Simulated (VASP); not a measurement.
CdTe:

```
CELL_PARAMETERS angstrom
0.00000 3.20500 3.20500
3.20500 0.00000 3.20500
3.20500 3.20500 0.00000
ATOMIC_POSITIONS crystal
Cd 0.00000 0.00000 0.00000
Te 0.25000 0.25000 0.25000
```

```yaml
Program: VASP 6.6.1
Task: relaxation of cell and atoms
Functional: PBE
Potentials_or_basis: VASP PAW PBE potentials, release 64 (Cd, Te)
Cutoff: 520 eV
k_mesh: 8 × 8 × 8
Occupations: gaussian, width 1 eV
Spin: no spin polarisation
```

At the start: pressure 4.5 GPa; volume 32.92 Å³/atom.

Problem. Where does the relaxation end?

Solution. Over 3 steps the energy falls by 46.2 meV/atom and the volume is 36.52 Å³/atom (+10.9 %); space group F-43m (No. 216, to 0.05 Å).

The path:
```
step  energy change (eV)  largest force (eV/Å)  pressure (GPa)  volume (Å³)
   1              0.0000                0.0000            4.52        65.84
   2             -0.0869                0.0000           -0.85        75.10
   3             -0.0924                0.0000            0.01        73.05
```

Final structure:
```yaml
crystal:
  lattice:
    - [0.00000, 3.31789, 3.31789]
    - [3.31789, 0.00000, 3.31789]
    - [3.31789, 3.31789, 0.00000]
  atoms:
    - { symbol: Cd, position: [0.00000, 0.00000, 0.00000] }
    - { symbol: Te, position: [0.25000, 0.25000, 0.25000] }
```

Caveat: the volume moved by +11 % from the deposited cell, more than functionals usually miss.
